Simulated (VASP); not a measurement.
Calculation: RPBE GGA, VASP's PBE PAW potentials (set 64) (plane waves; VASP).

The input files of a VASP run:

### INCAR
```
# general
SYSTEM  = Mo
PREC    = Accurate
ENCUT   = 520
LREAL   = .FALSE.
LASPH   = .TRUE.

# electronic loop
EDIFF   = 1E-7
NELM    = 100
ALGO    = Normal
LMAXMIX = 4

# smearing
ISMEAR  = 1
SIGMA   = 0.1

# functional
GGA     = RP

# ions
ISIF    = 2

# output
LWAVE   = .FALSE.
LCHARG  = .FALSE.
```

KPOINTS:
```
kpoints
0
G
 16 16 16
```

File POSCAR:
```
Mo
1
   -1.5573512911     1.5573512911     1.5573512911
    1.5573512911    -1.5573512911     1.5573512911
    1.5573512911     1.5573512911    -1.5573512911
Mo
1
Direct
  0.0000000000   0.0000000000   0.0000000000
```

POTCAR, in this order: Mo_sv (PBE.64 set). Program: vasp_std.

The run wrote:

### OSZICAR
```
       N       E                     dE             d eps       ncg     rms          rms(c)
DAV:   1     0.903714106919E+02    0.90371E+02   -0.82297E+03  3201   0.130E+03
DAV:   2    -0.960214860502E+01   -0.99974E+02   -0.96769E+02  3498   0.343E+02
DAV:   3    -0.108990960953E+02   -0.12969E+01   -0.12894E+01  3730   0.391E+01
DAV:   4    -0.109025385354E+02   -0.34424E-02   -0.34417E-02  3489   0.232E+00
DAV:   5    -0.109025565370E+02   -0.18002E-04   -0.18002E-04  3712   0.165E-01    0.154E+01
DAV:   6    -0.103934604635E+02    0.50910E+00   -0.90256E-01  3424   0.118E+01    0.456E+00
DAV:   7    -0.103228567966E+02    0.70604E-01   -0.20114E-01  3699   0.525E+00    0.855E-01
DAV:   8    -0.103203889098E+02    0.24679E-02   -0.40436E-03  3310   0.927E-01    0.174E-01
DAV:   9    -0.103204829456E+02   -0.94036E-04   -0.78303E-05  3798   0.126E-01    0.828E-02
DAV:  10    -0.103204923703E+02   -0.94247E-05   -0.15573E-05  3424   0.542E-02    0.780E-03
DAV:  11    -0.103204931474E+02   -0.77713E-06   -0.13071E-07  2729   0.422E-03    0.185E-03
DAV:  12    -0.103204930858E+02    0.61653E-07   -0.16154E-08  1865   0.192E-03
   1 F= -.10320493E+02 E0= -.10320645E+02  d E =0.454370E-03
```

File OUTCAR:
```
------------------------ aborting loop because EDIFF is reached ----------------------------------------
  FORCE on cell =-STRESS in cart. coord.  units (eV):
  Direction    XX          YY          ZZ          XY          YZ          ZX
  --------------------------------------------------------------------------------------
  Total        1.5673364      1.5673364      1.5673364      0.0000000     -0.0000000     -0.0000000
  in kB      166.2084320    166.2084320    166.2084320      0.0000000     -0.0000000     -0.0000000
  external PRESSURE =     166.2084320 kB  Pullay stress =       0.0000000 kB
  volume of cell :       15.11
      direct lattice vectors                 reciprocal lattice vectors
    -1.557351291  1.557351291  1.557351291     0.000000000  0.321057942  0.321057942
     1.557351291 -1.557351291  1.557351291     0.321057942  0.000000000  0.321057942
     1.557351291  1.557351291 -1.557351291     0.321057942  0.321057942  0.000000000
 POSITION                                       TOTAL-FORCE (eV/Angst)
 -----------------------------------------------------------------------------------
      0.00000      0.00000      0.00000         0.000000      0.000000     -0.000000
 -----------------------------------------------------------------------------------
    total drift:                                0.000000     -0.000000      0.000000
  FREE ENERGIE OF THE ION-ELECTRON SYSTEM (eV)
  ---------------------------------------------------
  free  energy   TOTEN  =       -10.3204930858 eV

  energy  without entropy=      -10.3209474562  energy(sigma->0) =      -10.32064454
```
(Selected blocks of OUTCAR.)

The compound is Mo in the bcc structure. This cell is one point of a volume scan, at 0.94 of the reference volume.
